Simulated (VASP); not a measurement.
VASP ran on this input.

File POSCAR:
```
BN
1
    2.2860097767    -0.0000000000     0.0000000000
   -0.0000000000     2.2860097767     0.0000000000
   -0.0000000000    -0.0000000000     2.2860097767
B N
1 1
Direct
  0.0000000000   0.0000000000   0.0000000000
  0.5000000000   0.5000000000   0.5000000000
```

### INCAR
```
ALGO=Normal
EDIFF=1E-6
EDIFFG=-0.01
ENCUT=520
GGA=PS
IBRION=2
ISIF=3
ISMEAR=1
LASPH=T
LCHARG=F
LREAL=F
LWAVE=F
NELM=100
NSW=60
PREC=Accurate
SIGMA=0.1
SYSTEM=BN
```

KPOINTS:
```
K-points
0
gamma
 14 14 14
```

POTCAR, in this order: B N (PBE.64 set). Program: vasp_std.

Translate this PBEsol calculation to Quantum ESPRESSO's pw.x.

One equivalent input (not run):
```
&CONTROL
  calculation = 'vc-relax'
  pseudo_dir = './pseudo'
  outdir = './out'
  tprnfor = .true.
  tstress = .true.
  nstep = 60
  forc_conv_thr = 0.00039
/
&SYSTEM
  ibrav = 0
  nat = 2
  ntyp = 2
  ecutwfc = 84
  occupations = 'smearing'
  smearing = 'methfessel-paxton'
  degauss = 0.00735
  input_dft = 'pbesol'
/
&ELECTRONS
  conv_thr = 7.3e-08
  electron_maxstep = 100
/
&IONS
/
&CELL
/
ATOMIC_SPECIES
  B 10.810 B.upf
  N 14.007 N.upf
CELL_PARAMETERS angstrom
     2.2860098   -0.0000000    0.0000000
    -0.0000000    2.2860098    0.0000000
    -0.0000000   -0.0000000    2.2860098
ATOMIC_POSITIONS crystal
  B    0.0000000  0.0000000  0.0000000
  N    0.5000000  0.5000000  0.5000000
K_POINTS automatic
  14 14 14 0 0 0
```
What does not carry over: the potentials are each code's own (VASP's PAW set, PseudoDojo norm-conserving files in pw.x), so ENCUT and ecutwfc are chosen apart and not converted; conv_thr bounds pw.x's estimated SCF error, while EDIFF bounds the energy change between steps; forc_conv_thr acts on force components and is met together with etot_conv_thr.

The structure was generated: BN was put into the CsCl type type (Pm-3m), which need not be its known phase. This run relaxes it. Symmetry was kept, so distortions that lower it aren't found. The start is the result of an earlier pass.
